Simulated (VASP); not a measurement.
OSZICAR of a VASP run on C (diamond):

**OSZICAR**
```
       N       E                     dE             d eps       ncg     rms          rms(c)
DAV:   1    -0.140781180787E+01   -0.14078E+01   -0.50977E+03  1744   0.996E+02
DAV:   2    -0.187155152511E+02   -0.17308E+02   -0.16998E+02  2688   0.109E+02
DAV:   3    -0.188136564918E+02   -0.98141E-01   -0.98141E-01  1768   0.107E+01
DAV:   4    -0.188138040937E+02   -0.14760E-03   -0.14760E-03  2368   0.430E-01
DAV:   5    -0.188138041746E+02   -0.80900E-07   -0.80900E-07  1752   0.573E-03    0.552E+00
DAV:   6    -0.183429766489E+02    0.47083E+00   -0.36088E-01  1720   0.480E+00    0.331E+00
DAV:   7    -0.181845367503E+02    0.15844E+00   -0.39897E-01  1968   0.515E+00    0.756E-01
DAV:   8    -0.181858076579E+02   -0.12709E-02   -0.18111E-03  1736   0.490E-01    0.464E-02
DAV:   9    -0.181858245372E+02   -0.16879E-04   -0.13111E-04  2424   0.102E-01    0.271E-02
DAV:  10    -0.181858372621E+02   -0.12725E-04   -0.13736E-05  1688   0.433E-02    0.620E-03
DAV:  11    -0.181858371114E+02    0.15072E-06   -0.39852E-08  2320   0.219E-03    0.135E-03
DAV:  12    -0.181858371061E+02    0.52715E-08   -0.10629E-08   848   0.131E-03
   1 F= -.18185837E+02 E0= -.18185837E+02  d E =0.000000E+00
```

Problem. Which electronic solver shows in the log?

Solution. It is blocked Davidson (ALGO = Normal, or the opening steps of other solvers). The INCAR had ALGO = Normal.

Problem. Can the final energy be trusted as converged?

Solution. The run converged. It stopped with EDIFF = 1E-7, NELM = 100 (PBE GGA, plane waves, VASP's PBE PAW potentials (set 64)).

The compound is C in the diamond structure. It was relaxed first.
